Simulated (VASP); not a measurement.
Output of a VASP run:

**OSZICAR**
```
       N       E                     dE             d eps       ncg     rms          rms(c)
DAV:   1     0.242110098583E+03    0.24211E+03   -0.15398E+04  1960   0.184E+03
DAV:   2     0.604431138629E+01   -0.23607E+03   -0.23231E+03  2020   0.404E+02
DAV:   3    -0.187565647790E+02   -0.24801E+02   -0.24642E+02  2408   0.133E+02
DAV:   4    -0.196062353117E+02   -0.84967E+00   -0.84831E+00  2448   0.265E+01
DAV:   5    -0.196339446775E+02   -0.27709E-01   -0.27702E-01  2718   0.428E+00    0.727E+00
DAV:   6    -0.189973323467E+02    0.63661E+00   -0.13967E+00  2748   0.183E+01    0.417E+00
DAV:   7    -0.189337099871E+02    0.63622E-01   -0.55509E-01  3076   0.513E+00    0.139E+00
DAV:   8    -0.189270300344E+02    0.66800E-02   -0.80999E-02  2648   0.360E+00    0.611E-01
DAV:   9    -0.189265046863E+02    0.52535E-03   -0.69773E-03  2750   0.134E+00    0.216E-01
DAV:  10    -0.189267142763E+02   -0.20959E-03   -0.81581E-04  2740   0.222E-01    0.135E-01
DAV:  11    -0.189267748231E+02   -0.60547E-04   -0.24150E-04  2338   0.169E-01    0.456E-02
DAV:  12    -0.189267716031E+02    0.32200E-05   -0.24588E-05  2398   0.414E-02    0.158E-02
DAV:  13    -0.189267727080E+02   -0.11050E-05   -0.36650E-06  2560   0.114E-02    0.113E-02
DAV:  14    -0.189267731571E+02   -0.44911E-06   -0.41280E-07  2012   0.613E-03    0.681E-03
DAV:  15    -0.189267732475E+02   -0.90344E-07   -0.39667E-07  2056   0.685E-03
   1 F= -.18926773E+02 E0= -.18926773E+02  d E =0.000000E+00
```

OUTCAR:
```
------------------------ aborting loop because EDIFF is reached ----------------------------------------
  FORCE on cell =-STRESS in cart. coord.  units (eV):
  Direction    XX          YY          ZZ          XY          YZ          ZX
  --------------------------------------------------------------------------------------
  Total       -0.0118959     -0.0118959      0.0499075      0.0000000      0.0000000      0.0000000
  in kB       -0.2101191     -0.2101191      0.8815203      0.0000000      0.0000000      0.0000000
  external PRESSURE =       0.1537607 kB  Pullay stress =       0.0000000 kB
  volume of cell :       90.71
      direct lattice vectors                 reciprocal lattice vectors
     1.999606356  1.154473641  6.548836991     0.250049215  0.144365976  0.050899616
    -1.999606356  1.154473641  6.548836991    -0.250049215  0.144365976  0.050899616
     0.000000000 -2.308946309  6.548836993     0.000000000 -0.288731951  0.050899637
 POSITION                                       TOTAL-FORCE (eV/Angst)
 -----------------------------------------------------------------------------------
      0.00000      0.00000      9.83505         0.000000      0.000000      0.014886
      0.00000      0.00000      0.00046         0.000000      0.000000      0.000803
      0.00000      0.00000      2.34653         0.000000     -0.000000     -0.012720
      0.00000      0.00000     12.37579         0.000000     -0.000000     -0.002970
 -----------------------------------------------------------------------------------
    total drift:                               -0.000000     -0.000007      0.001049
  FREE ENERGIE OF THE ION-ELECTRON SYSTEM (eV)
  ---------------------------------------------------
  free  energy   TOTEN  =       -18.9267732475 eV

  energy  without entropy=      -18.9267732475  energy(sigma->0) =      -18.92677325

 total charge

# of ion       s       p       d       tot
------------------------------------------
    1        0.835   0.830   9.905  11.570
    2        0.861   0.789  10.004  11.655
    3        1.023   1.515   0.000   2.538
    4        1.025   1.463   0.000   2.488
--------------------------------------------------
tot          3.745   4.597  19.909  28.251

 Electric field gradients after diagonalization (V/A^2)
 (convention: |V_zz| > |V_xx| > |V_yy|)
----------------------------------------------------------------------
 ion       V_xx      V_yy      V_zz     asymmetry (V_yy - V_xx)/ V_zz
----------------------------------------------------------------------
   1      -4.638    -4.637     9.275       0.000
   2       6.690     6.690   -13.380       0.000
   3      -6.527    -6.527    13.054       0.000
   4       4.379     4.379    -8.758       0.000
```
(Selected blocks of OUTCAR.)

File POSCAR:
```
InGaP2
1
    1.9996063555     1.1544736414     6.5488369907
   -1.9996063555     1.1544736414     6.5488369907
    0.0000000000    -2.3089463094     6.5488369930
In Ga P
1 1 2
Direct
  0.5006001173   0.5006001173   0.5006001173
  0.0000235039   0.0000235039   0.0000235039
  0.1194373779   0.1194373779   0.1194373779
  0.6299230008   0.6299230008   0.6299230008
```

Question: Reconstruct the remaining input files.

Answer: One answer among several that fit: the input of the run itself, PBEsol GGA, plane waves, VASP's PBE PAW potentials (set 64).

**INCAR**
```
ALGO = Normal
EDIFF = 1E-7
ENCUT = 400
GGA = PS
ISIF = 2
ISMEAR = -5
LASPH = T
LCHARG = T
LEFG = T
LMAXMIX = 4
LORBIT = 11
LREAL = F
LWAVE = F
NEDOS = 601
NELM = 100
PREC = Accurate
SYSTEM = InGaP2
```

File KPOINTS:
```
Automatic
0
gamma
  7 7 7
```

POTCAR, in this order: In_d Ga_d P (PBE.64 set). Program: vasp_std.

The structure comes from a computed database's InGaP2 entry (R3m); how it stands against other phases isn't given here. It was relaxed first.
